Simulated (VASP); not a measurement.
Data:

```cif
data_Hf4N4
_chemical_formula_sum 'Hf4 N4'
_space_group_name_H-M_alt 'Fm-3m'
_space_group_IT_number 225
_space_group_name_Hall '-F 4 2 3'
_cell_length_a 4.49083
_cell_length_b 4.49083
_cell_length_c 4.49083
_cell_angle_alpha 90.000
_cell_angle_beta 90.000
_cell_angle_gamma 90.000
loop_
_atom_site_label
_atom_site_type_symbol
_atom_site_symmetry_multiplicity
_atom_site_Wyckoff_symbol
_atom_site_fract_x
_atom_site_fract_y
_atom_site_fract_z
_atom_site_occupancy
Hf1 Hf 4 a 0.00000 0.00000 0.00000 1
N1 N 4 b 0.50000 0.50000 0.50000 1
```
(The calculation used a cell of 2 atoms; values per cell refer to that cell.)

Method: PBEsol GGA, VASP's PBE PAW potentials (set 64) (plane waves; VASP). Run with 520 eV cut-off, 14×14×14 Γ-centred mesh, first-order Methfessel-Paxton smearing of 0.10 eV, potentials Hf_pv N.

**Question.** Give the energy at these volumes per atom, relative to the lowest: 10.64, 10.98, 11.32, 11.66, 12.00 Å³.

**Answer.** 41.8, 10.0, 0.0, 8.7, 33.2 meV/atom. A third-order Birch-Murnaghan fit gives B0 = 292 GPa and B0′ = 4.3.

Measured: a 4.524 Å (computed value off by -0.7 %), as given by Seo, Lee, Wen, Petrov, Greene, Gall, J. Appl. Phys. 96, 878 (2004). The calculation is for a static lattice, while the measured a holds thermal and zero-point effects, which are part of the difference.

The compound is HfN in the rock salt structure. It was relaxed first.
